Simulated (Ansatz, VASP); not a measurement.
# Hf3Si8O22 in two plane-wave programs

One calculation is typed for both programs; each brings its own data sets. How far apart do they land? Of the first pair: The structure shown is the start of the Ansatz relaxation below; VASP solves that cell, so the two are compared at the walk's first step.

Method: plane waves, with VASP 6.6.1 beside it; PBE, in Ansatz 0.2.0.

**1. Set-up**

The cell holds 33 atoms: 3 Hf, 8 Si and 22 O. Its edges and angles: a = 7.514 Å, b = 7.514 Å, c = 7.514 Å, α = 90.0°, β = 90.0°, γ = 90.0°.

**2. Ansatz: relaxation, PBE**

Ansatz runs on its PAW soft_1 files.

The two programs are compared at the cell with which this relaxation starts, whose forces are those of its first step.

File input.yaml:

```yaml
crystal:
  lattice:
    - [7.5136734487, 0.0, 0.0]
    - [0.0, 7.5136734487, 0.0]
    - [0.0, 0.0, 7.5136734487]
  atoms:
    - { symbol: Hf, position: [0.229404, 0.554799, 0.797795] }
    - { symbol: Hf, position: [0.407723, 0.170394, 0.092499] }
    - { symbol: Hf, position: [0.703234, 0.946782, 0.405467] }
    - { symbol: Si, position: [0.578894, 0.645315, 0.087792] }
    - { symbol: Si, position: [0.456994, 0.904314, 0.691337] }
    - { symbol: Si, position: [0.89066, 0.724075, 0.813167] }
    - { symbol: Si, position: [0.332739, 0.228736, 0.547687] }
    - { symbol: Si, position: [0.119324, 0.806754, 0.180657] }
    - { symbol: Si, position: [0.147373, 0.422636, 0.222318] }
    - { symbol: Si, position: [0.781425, 0.277672, 0.099434] }
    - { symbol: Si, position: [0.943761, 0.13334, 0.718498] }
    - { symbol: O, position: [0.658916, 0.115969, 0.186106] }
    - { symbol: O, position: [0.214034, 0.37331, 0.013509] }
    - { symbol: O, position: [0.44658, 0.040564, 0.856888] }
    - { symbol: O, position: [0.973583, 0.562582, 0.700815] }
    - { symbol: O, position: [0.143978, 0.184761, 0.655123] }
    - { symbol: O, position: [0.944005, 0.362127, 0.209315] }
    - { symbol: O, position: [0.820774, 0.156973, 0.554433] }
    - { symbol: O, position: [0.945099, 0.883786, 0.286329] }
    - { symbol: O, position: [0.446527, 0.055256, 0.517502] }
    - { symbol: O, position: [0.294512, 0.778007, 0.65438] }
    - { symbol: O, position: [0.594647, 0.741714, 0.26469] }
    - { symbol: O, position: [0.597969, 0.402612, 0.098279] }
    - { symbol: O, position: [0.941533, 0.920301, 0.759846] }
    - { symbol: O, position: [0.284944, 0.294375, 0.326691] }
    - { symbol: O, position: [0.170298, 0.619019, 0.280024] }
    - { symbol: O, position: [0.070068, 0.722441, 0.981419] }
    - { symbol: O, position: [0.251351, 0.962016, 0.160226] }
    - { symbol: O, position: [0.641073, 0.814837, 0.643651] }
    - { symbol: O, position: [0.858887, 0.21927, 0.905201] }
    - { symbol: O, position: [0.399158, 0.395527, 0.6505] }
    - { symbol: O, position: [0.752359, 0.673328, 0.961786] }
    - { symbol: O, position: [0.416592, 0.653632, 0.967281] }
  symmetry: { detect: false }
kpoints:
  mp_grid: { grid: [2, 2, 2] }
scf:
  occupations: { method: fermi_dirac, width: 0.05 }
hamiltonian:
  xc: pbe
  pseudopotentials: { kind: paw, azcp: { folder: soft_1 } }
output:
  forces: true
  stress: true
relax:
  f_tol: 0.04
  max_steps: 150
  escape_saddle: false
  cell: { stress_tol: 0.4, fix: [] }
```

Launch:

```bash
$ ansatz run input.yaml --threads 4 --pin off --max-ram 16384MiB --backend cpu --events-out ev --progress --plain --runs-dir out
```

Numbers of over 12 decimals in the logs are rounded to 6 here.

The program printed:

```text
Engine: ansatz 0.2.0, aarch64-unknown-linux-gnu
Pseudopotentials: kind: paw
Pseudopotential: Hf, paw, valence charge 26, recommended cutoff 420 eV (normal), soft_1/Hf.paw.azcp
Pseudopotential: Si, paw, valence charge 4, recommended cutoff 420 eV (normal), soft_1/Si.paw.azcp
Pseudopotential: O, paw, valence charge 6, recommended cutoff 420 eV (normal), soft_1/O.paw.azcp
Functional definition: PBE
  parameter kappa = 0.804
  parameter beta = 0.066725
  exchange = pbe_x(kappa = kappa, mu = beta*pi^2/3)
  correlation = pbe_c(beta = beta)
Crystal: 33 atoms, lattice volume = 424.187 Å³
Basis set: ecut = 420 eV, 8289 PW (Γ), exchange–correlation on 108×108×108 points (8 copies of the dense FFT grid, shifted against one another)
Bands: 154, of which v1, the nominal top of the filled ones, is band 121 counted from 1 (120 counted from 0)
Symmetry: 1 space group operations
k-points: 8
Non-local potential: Hf, projectors of the file, l = 0: 3, l = 1: 2, l = 2: 2, l = 3: 3
Non-local potential: Si, projectors of the file, l = 0: 2, l = 1: 2, l = 2: 1
Non-local potential: O, projectors of the file, l = 0: 2, l = 1: 2, l = 2: 1
PAW form: soft (Blöchl's): semilocal exchange-correlation on the pseudo side does not see the compensation charge
PAW one-centre angular grid: Hf, 590 points (default); XC on 64 Gauss nodes
PAW one-centre angular grid: Si, 110 points (default); XC on 64 Gauss nodes
PAW one-centre angular grid: O, 110 points (default); XC on 64 Gauss nodes
Initial density: superposition of atomic densities (chi_scale 0.1, normalization cell, long waves kept (reshape's long-wave potential 0.40 eV rms))
Initial wavefunctions: pseudopotential atomic-orbital guess
Functional: x = pbe(κ = 0.804, μ = 0.219515), c = pbe(β = 0.066725)
SCF iter   1: F=—  HF=-64805.901503 eV  |F-HF|=—  |Δ(HF+E_count)|=         —  Δρ=1.23e-1  dr2=1.21e2  ethr=3.10e-3  ⟨swp⟩=6.0  Hψ=4850  notcnv=0  defer=133
preconditioner: auto → Resta (q_TF=auto, 2.485 Å⁻¹)  ε∞=3.6  [insulator: Δε(μ)=0.304 eV  Ē_g=16.549 eV  σ=0.050 eV  W_gap=0.91  n_scr=92 (ndim 8)  ℏωp=26.6 eV  f_vac=0.080  D(μ)=1.62/eV (n_scr^D=0)  ε∞_Penn≈3.6]
SCF iter   2: F=—  HF=-64777.360902 eV  |F-HF|=—  |Δ(HF+E_count)|=    2.85e1  Δρ=5.34e-2  dr2=1.39e1  ethr=3.10e-3  ⟨swp⟩=4.0  Hψ=3299  notcnv=0  defer=191
SCF iter   3: F=—  HF=-64773.084424 eV  |F-HF|=—  |Δ(HF+E_count)|=    4.28e0  Δρ=3.23e-2  dr2=3.60e0  ethr=3.10e-3  ⟨swp⟩=2.6  Hψ=2100  notcnv=0  defer=193
SCF iter   4: F=—  HF=-64772.265424 eV  |F-HF|=—  |Δ(HF+E_count)|=   8.19e-1  Δρ=1.29e-2  dr2=5.48e-1  ethr=1.49e-3  ⟨swp⟩=3.2  Hψ=2353  notcnv=0  defer=206
SCF iter   5: F=—  HF=-64772.411801 eV  |F-HF|=—  |Δ(HF+E_count)|=   1.46e-1  Δρ=4.68e-3  dr2=1.04e-1  ethr=2.26e-4  ⟨swp⟩=3.6  Hψ=2193  notcnv=0  defer=214
SCF iter   6: F=—  HF=-64772.401244 eV  |F-HF|=—  |Δ(HF+E_count)|=   1.06e-2  Δρ=2.42e-3  dr2=2.05e-2  ethr=4.31e-5  ⟨swp⟩=2.0  Hψ=2076  notcnv=0  defer=214
SCF iter   7: F=—  HF=-64772.395064 eV  |F-HF|=—  |Δ(HF+E_count)|=   6.18e-3  Δρ=6.37e-4  dr2=2.09e-3  ethr=8.46e-6  ⟨swp⟩=2.4  Hψ=2281  notcnv=0  defer=212
SCF iter   8: F=—  HF=-64772.397674 eV  |F-HF|=—  |Δ(HF+E_count)|=   2.61e-3  Δρ=5.25e-4  dr2=9.34e-4  ethr=8.65e-7  ⟨swp⟩=2.0  Hψ=1988  notcnv=0  defer=212
SCF iter   9: F=—  HF=-64772.397566 eV  |F-HF|=—  |Δ(HF+E_count)|=   1.07e-4  Δρ=1.10e-4  dr2=7.28e-5  ethr=3.86e-7  ⟨swp⟩=2.0  Hψ=1980  notcnv=0  defer=212
SCF iter  10: F=—  HF=-64772.398291 eV  |F-HF|=—  |Δ(HF+E_count)|=   7.25e-4  Δρ=6.13e-5  dr2=1.46e-5  ethr=3.01e-8  ⟨swp⟩=2.0  Hψ=2094  notcnv=0  defer=212
SCF iter  11: F=—  HF=-64772.398293 eV  |F-HF|=—  |Δ(HF+E_count)|=   2.06e-6  Δρ=3.40e-5  dr2=4.27e-6  ethr=6.02e-9  ⟨swp⟩=2.0  Hψ=1988  notcnv=0  defer=212
SCF iter  12: F=—  HF=-64772.398294 eV  |F-HF|=—  |Δ(HF+E_count)|=   9.26e-7  Δρ=9.32e-6  dr2=4.49e-7  ethr=1.76e-9  ⟨swp⟩=2.0  Hψ=1979  notcnv=0  defer=212
SCF iter  13: F=—  HF=-64772.398294 eV  |F-HF|=—  |Δ(HF+E_count)|=   3.79e-7  Δρ=5.66e-6  dr2=1.29e-7  ethr=4.13e-11  ⟨swp⟩=5.0  Hψ=4590  notcnv=0
SCF iter  14: F=-64772.398294 eV  HF=-64772.398294 eV  |F-HF|=1.42e-8  |Δ(HF+E_count)|=   8.39e-9  Δρ=1.96e-6  dr2=2.02e-8  ethr=4.13e-11  ⟨swp⟩=4.0  Hψ=3904  notcnv=0
SCF 1 converged in 14 iterations: F = -64772.398294 eV  dr2 = 2.02e-8
  greatest PAW one-centre occupation: 0.999 electrons in one spin orbital (limit 2), on the Hf atom at site 0 (counted from 0), in its partial waves of l = 0
relax step   1: F+E_penalty+E_count = -64772.39829438 eV  Δ(F+E_penalty+E_count) = +0.000e0 eV  max|allowed force component| = 3.836e0 eV/Å  Δτ_max = 0.0000 Å  P = +6.214 GPa  Ω = 424.187 Å³  (14 SCF iters, dr2 threshold 1.00e-7 eV, accepted)
[...]
relax step  13: F+E_penalty+E_count = -64776.16765457 eV  Δ(F+E_penalty+E_count) = +1.033e-3 eV  max|allowed force component| = 3.502e-2 eV/Å  Δτ_max = 0.0233 Å  P = +0.017 GPa  Ω = 467.903 Å³  energy of the carried Pulay correction = -1.400e-2 eV  (9 SCF iters, accepted)
[...]
relax step  14: F+E_penalty+E_count = -64776.18320226 eV  Δ(F+E_penalty+E_count) = -1.555e-2 eV  max|allowed force component| = 3.501e-2 eV/Å  Δτ_max = 0.0000 Å  P = +0.031 GPa  Ω = 467.903 Å³  stress off target by 9.05e-2 GPa  SCF on the basis re-selected at this cell (its energy is not comparable with the rows above)  (4 SCF iters)
basis re-selected at this cell: Δ(F+E_penalty+E_count) = -1.555e-2 eV, ΔP = +0.013 GPa vs the last step (what re-selecting the basis moved, of the pressure what is left beyond the Pulay correction that the steps carried, after the strain that the cell walked since its last selection, with what the two solves' SCF thresholds leave and, on support functions, any second-order correction that the steps lacked; it is no m [...]
SCF converged after 4 iterations
Free energy (F): -64776.183202 eV
Harris-Foulkes:  -64776.183202 eV  (|F-HF|=2.62e-10)
Internal energy: -64776.183202 eV  (E = F + TS)
E sigma→0 (E₀):  -64776.183202 eV
Fermi energy:    6.316117 eV
--- Per-component energies (eV) ---
  E_band       = -1574.546939
  E_kinetic    = 5320.100996
  E_local      = -40758.392850  (includes V_loc(G=0)·N_el)
  E_nonlocal   = 1516.180791
  E_hartree    = 18342.795926
  E_xc         = -2831.353820
  E_vxc        = -3162.855672  (∫ρ·V_xc dr)
  E_paw        = -30787.491627  (= ΣΔE_a)
  E_vpaw       = -1175.182586  (= ΣTr[D̂ρ^β])
  E_aug_tail   = 0.018129  (compensation charges beyond the density's cutoff)
  E_ewald      = -15578.040747
  E_smearing   = -0.000000  (= −TS)
  E_closure    = -0.000000  (closes the sum)
  Σ components = -64776.183202   (vs F -64776.183202, Δ=0.00e0)
--- Forces (eV/Å), atoms counted from 1 ---
  atom   1  Hf    -0.00143903     0.01662009     0.01062514
  atom   2  Hf    -0.00021447     0.01516341     0.00710762
  atom   3  Hf    -0.00840011    -0.00016261     0.01251034
  atom   4  Si    -0.01202873     0.01489279    -0.01156575
  atom   5  Si    -0.00340918    -0.00367477     0.01324385
  atom   6  Si     0.00790411    -0.00181090    -0.00416411
  atom   7  Si    -0.02216871     0.00092563    -0.00220032
  atom   8  Si    -0.02758158    -0.00930206    -0.01951522
  atom   9  Si     0.00153831     0.01256387     0.00237110
  atom  10  Si    -0.00831504    -0.00289080    -0.00180333
  atom  11  Si     0.01124590    -0.00283563     0.00143480
  atom  12  O      0.00564606     0.01021935    -0.02070017
  atom  13  O      0.00060897    -0.00859163    -0.00089298
  atom  14  O      0.00986790    -0.00951264    -0.01375314
  atom  15  O     -0.00784767    -0.00469866    -0.00259246
  atom  16  O      0.00644656    -0.00237883    -0.00705796
  atom  17  O     -0.00959879    -0.00563009     0.00509882
  atom  18  O      0.00230353     0.00634415     0.00474871
  atom  19  O      0.03501058    -0.01238702    -0.00981904
  atom  20  O     -0.00358211     0.00179147    -0.00041660
  atom  21  O     -0.00206784    -0.00213858     0.00026149
  atom  22  O      0.00082382    -0.00136316    -0.00161159
  atom  23  O      0.00948793    -0.01406211     0.00390890
  atom  24  O     -0.00795159     0.00948424    -0.00036655
  atom  25  O     -0.00526959    -0.00296955     0.00965699
  atom  26  O      0.00235758    -0.00488316     0.00872118
  atom  27  O     -0.00459107     0.00969176     0.01516857
  atom  28  O      0.00564912     0.00249544     0.00859469
  atom  29  O     -0.00066486    -0.00102350     0.00697321
  atom  30  O     -0.00260836    -0.01130138    -0.00735318
  atom  31  O      0.01064915    -0.00369954    -0.00503740
  atom  32  O      0.00779700     0.00076342    -0.00390956
  atom  33  O      0.01042036     0.00438268     0.00238857
  max |Σ_I F_I| component: 5.46e-5 eV/Å
--- Stress (GPa, compression-positive) ---
        0.077686      -0.020022       0.016367
       -0.020014       0.020948      -0.028161
        0.016368      -0.028163      -0.006293
  P = ⅓ Tr σ = 0.0308 GPa (0.308 kbar)
--- Relaxed structure (12 steps of the walk, 10 accepted, 2 SCFs on fresh bases) ---
  F+E_penalty+E_count = -64776.18320226 eV   max|allowed force component| = 3.501e-2 eV/Å   (the final SCF, on the basis selected at the relaxed cell)
  cell:  # Å, volume = 467.9030 Å³
    - [7.964158, -0.113161, 0.226902]
    - [-0.113161, 7.640757, -0.177943]
    - [0.226902, -0.177943, 7.701251]
  atoms:
    - { symbol: Hf, position: [0.260437, 0.576785, 0.801971] }
    - { symbol: Hf, position: [0.405057, 0.145066, 0.093596] }
    - { symbol: Hf, position: [0.731590, 0.942467, 0.382668] }
    - { symbol: Si, position: [0.599481, 0.626261, 0.065666] }
    - { symbol: Si, position: [0.451296, 0.939901, 0.674769] }
    - { symbol: Si, position: [0.931437, 0.725836, 0.840638] }
    - { symbol: Si, position: [0.279399, 0.240505, 0.547639] }
    - { symbol: Si, position: [0.121320, 0.796039, 0.197981] }
    - { symbol: Si, position: [0.134624, 0.402504, 0.213970] }
    - { symbol: Si, position: [0.777363, 0.275894, 0.091420] }
    - { symbol: Si, position: [0.920617, 0.122196, 0.714379] }
    - { symbol: O, position: [0.662044, 0.114124, 0.184514] }
    - { symbol: O, position: [0.238129, 0.338474, 0.030945] }
    - { symbol: O, position: [0.461407, 0.059308, 0.859945] }
    - { symbol: O, position: [1.020468, 0.572812, 0.721065] }
    - { symbol: O, position: [0.115604, 0.190242, 0.671174] }
    - { symbol: O, position: [0.933127, 0.351342, 0.205249] }
    - { symbol: O, position: [0.813778, 0.143583, 0.547099] }
    - { symbol: O, position: [0.963307, 0.878883, 0.309320] }
    - { symbol: O, position: [0.410914, 0.078985, 0.520886] }
    - { symbol: O, position: [0.298960, 0.798295, 0.688947] }
    - { symbol: O, position: [0.625344, 0.741540, 0.241513] }
    - { symbol: O, position: [0.614788, 0.407445, 0.094772] }
    - { symbol: O, position: [0.931488, 0.917939, 0.764263] }
    - { symbol: O, position: [0.235127, 0.277250, 0.343122] }
    - { symbol: O, position: [0.165566, 0.606267, 0.277345] }
    - { symbol: O, position: [0.071050, 0.732905, 0.998405] }
    - { symbol: O, position: [0.273248, 0.943775, 0.177099] }
    - { symbol: O, position: [0.621557, 0.848563, 0.599478] }
    - { symbol: O, position: [0.847435, 0.225951, 0.895456] }
    - { symbol: O, position: [0.370536, 0.411398, 0.631806] }
    - { symbol: O, position: [0.749469, 0.668121, 0.920540] }
    - { symbol: O, position: [0.422452, 0.646570, 0.983005] }
```

The column dr2 measures how far the density is from self-consistency, as an energy; F and HF (Harris–Foulkes) agree once it is small.

**3. VASP: single point, PBE, start cell, pair 1**

The same cell, functional, mesh and smearing now go to VASP, with its own data sets.

Lines of VASP's logs that name or quote its potential files are left out, and so is its time.

File INCAR:

```
SYSTEM = Hf3Si8O22
PREC = Accurate
ENCUT = 520
EDIFF = 1E-06
NELM = 120
ISMEAR = -1
SIGMA = 0.05
LREAL = Auto
ALGO = Normal
GGA = PE
NBANDS = 120
LASPH = .TRUE.
LORBIT = 11
LWAVE = .FALSE.
LCHARG = .FALSE.
ISIF = 2
GGA_COMPAT = .FALSE.
EFERMI = MIDGAP
KPAR = 4
```

File POSCAR:

```
Hf3Si8O22
1.0
    7.5136730000      0.0000000000      0.0000000000
    0.0000000000      7.5136730000      0.0000000000
    0.0000000000      0.0000000000      7.5136730000
Hf Si O
3 8 22
Direct
    0.2294040478      0.5547990976      0.7977950331
    0.4077229605      0.1703940270      0.0924989682
    0.7032340907      0.9467820865      0.4054670732
    0.5788939710      0.6453150144      0.0877919494
    0.4569940693      0.9043140419      0.6913369799
    0.8906600008      0.7240750296      0.8131670090
    0.3327389946      0.2287360656      0.5476869968
    0.1193240643      0.8067540336      0.1806570502
    0.1473730624      0.4226360397      0.2223180327
    0.7814250101      0.2776720520      0.0994340584
    0.9437610607      0.1333399790      0.7184979969
    0.6589160854      0.1159689808      0.1861060496
    0.2140340683      0.3733099644      0.0135089722
    0.4465799882      0.0405640490      0.8568881025
    0.9735830931      0.5625819756      0.7008150341
    0.1439780517      0.1847610350      0.6551230004
    0.9440050159      0.3621270183      0.2093150713
    0.8207740741      0.1569730277      0.5544330982
    0.9450990215      0.8837859992      0.2863290697
    0.4465270181      0.0552560645      0.5175020260
    0.2945120183      0.7780071078      0.6543800881
    0.5946469856      0.7417140725      0.2646899858
    0.5979690625      0.4026120115      0.0982789642
    0.9415331223      0.9203010299      0.7598460833
    0.2849439948      0.2943750680      0.3266909539
    0.1702980686      0.6190190869      0.2800240309
    0.0700679947      0.7224410751      0.9814190743
    0.2513509704      0.9620160473      0.1602260306
    0.6410730145      0.8148370311      0.6436509814
    0.8588869918      0.2192699895      0.9052010914
    0.3991580416      0.3955270611      0.6505000950
    0.7523590659      0.6733280780      0.9617860665
    0.4165919917      0.6536319853      0.9672811154
```

File KPOINTS:

```
Automatic mesh
0
Gamma
2 2 2
0 0 0
```

The projector-augmented-wave data sets are Hf_pv, Si and O (PBE family, release 64).

Launch:

```bash
$ mpirun -np 4 vasp_std
```

The program printed:

```text
[banner, memory and clock lines left out]
running    4 mpi-ranks, on    1 nodes
[...]
LDA part: xc-table for (Slater+PW92), standard interpolation
 POSCAR, INCAR and KPOINTS ok, starting setup
[...]
entering main loop
       N       E                     dE             d eps       ncg     rms          rms(c)
DAV:   1     0.132447457877E+04    0.13245E+04   -0.10509E+05  1960   0.153E+03
DAV:   2    -0.213519700424E+03   -0.15380E+04   -0.14986E+04  2352   0.375E+02
DAV:   3    -0.316272785651E+03   -0.10275E+03   -0.10217E+03  2184   0.990E+01
DAV:   4    -0.318158365423E+03   -0.18856E+01   -0.18790E+01  2344   0.141E+01
[...]
DAV:  15    -0.273262629546E+03   -0.36465E-05   -0.71233E-05  2320   0.376E-02    0.162E-02
DAV:  16    -0.273262633771E+03   -0.42249E-05   -0.19115E-05  2104   0.159E-02    0.167E-02
DAV:  17    -0.273262633257E+03    0.51345E-06   -0.52989E-06  2048   0.100E-02
   1 F= -.27326263E+03 E0= -.27326263E+03  d E =-.799583E-15
```

From OUTCAR (step 3):

```text
  Total       21.6610311     16.2267837      6.1948402      0.2105100     -7.7857389      8.5818219
  in kB       81.8149815     61.2895113     23.3982738      0.7951085    -29.4071913     32.4140435
  external PRESSURE =      55.5009222 kB  Pullay stress =       0.0000000 kB

 POSITION                                       TOTAL-FORCE (eV/Angst)
 -----------------------------------------------------------------------------------
      1.72367      4.16858      5.99437         0.852741      1.425293     -0.780426
      3.06350      1.28029      0.69501        -1.548638     -1.847528     -2.665344
      5.28387      7.11381      3.04655         3.799959     -0.633616     -0.057725
      4.34962      4.84869      0.65964         2.482057     -3.096782     -2.470488
      3.43370      6.79472      5.19448        -1.336601     -0.088726      1.278953
      6.69213      5.44046      6.10987         1.144251      0.238791      1.420607
      2.50009      1.71865      4.11514        -3.459800      1.509430      0.161841
      0.89656      6.06169      1.35740        -3.684151     -1.477601     -0.281547
      1.10731      3.17555      1.67042        -0.976895     -0.280270     -2.469792
      5.87137      2.08634      0.74711         0.729210      0.330552     -1.290398
      7.09111      1.00187      5.39856        -0.262634     -1.124592      1.179293
      4.95088      0.87135      1.39834         0.078097     -1.009465      0.669200
      1.60818      2.80493      0.10150         1.191054     -1.375069      1.052123
      3.35546      0.30478      6.43838         0.178393      1.274770      1.743905
[...]
-----------------------------------------------------------------------------------
    total drift:                               -0.013760     -0.006208     -0.016372

  FREE ENERGIE OF THE ION-ELECTRON SYSTEM (eV)
  ---------------------------------------------------
  free  energy   TOTEN  =      -273.2626332575 eV

  energy  without entropy=     -273.2626332575  energy(sigma->0) =     -273.26263326

[... 3 further parts left out ...]
[key lines of the parts left out:]
E-fermi :   3.7874
```

The run ends at a pressure of 5.55 GPa, with forces up to 4.7 eV/Å.

**4. Differences**

Known differences besides the potentials themselves: the data sets hold 242 valence electrons in Ansatz (on its PAW soft_1 files) and 194 in VASP; the cutoff is 420 eV in Ansatz and 520 eV in VASP (PREC = Accurate, projectors in real space). Total energies have different zeros and are not compared.

Forces on 9 of the 33 atoms, those with the largest forces and the largest differences (eV/Å; atoms numbered as in POSCAR):

```
atom          Ansatz x, y, z            VASP x, y, z
 Hf2  -1.542, -1.800, -2.695  -1.549, -1.848, -2.665
 Hf3   3.836, -0.636, -0.022   3.800, -0.634, -0.058
 Si4   2.441, -3.065, -2.467   2.482, -3.097, -2.470
 Si7    -3.418, 1.546, 0.228    -3.460, 1.509, 0.162
 Si8  -3.703, -1.457, -0.305  -3.684, -1.478, -0.282
 O18  -2.240, -0.187, -2.460  -2.371, -0.289, -2.626
 O22    -0.175, 1.413, 2.878    -0.090, 1.589, 3.019
 O28     3.135, 3.008, 0.036    3.276, 3.200, -0.015
 O33   -2.493, 0.728, -1.360   -2.675, 0.650, -1.516
```

The forces differ by 82 meV/Å r.m.s., which is 5.7 % of the r.m.s. force of 1.446 eV/Å (both taken over all components).

**5. Ansatz: relaxation, PBE**

This run makes the geometry at which the two programs are then compared. The cell compared in this pair holds 467.90 Å³, against 424.19 Å³ for the pair before.

The structure compared here is the end of the Ansatz relaxation.

This is the run of step 2 again, met here at its other cell.

(Continued in part 2 of 2.)

[Lines on the potential files, build, host, timing and source positions are cut from VASP's logs without a mark.]

[Logs are printed without paths, hosts, clocks, repeated set-up lines and the standing remarks that a program may print on its own settings, such as how far it seeks lower states.]

[Hosts, paths, dates, database ids (printed as entryN), source tags and the programs' standing remarks are cut or masked in the printed files.]
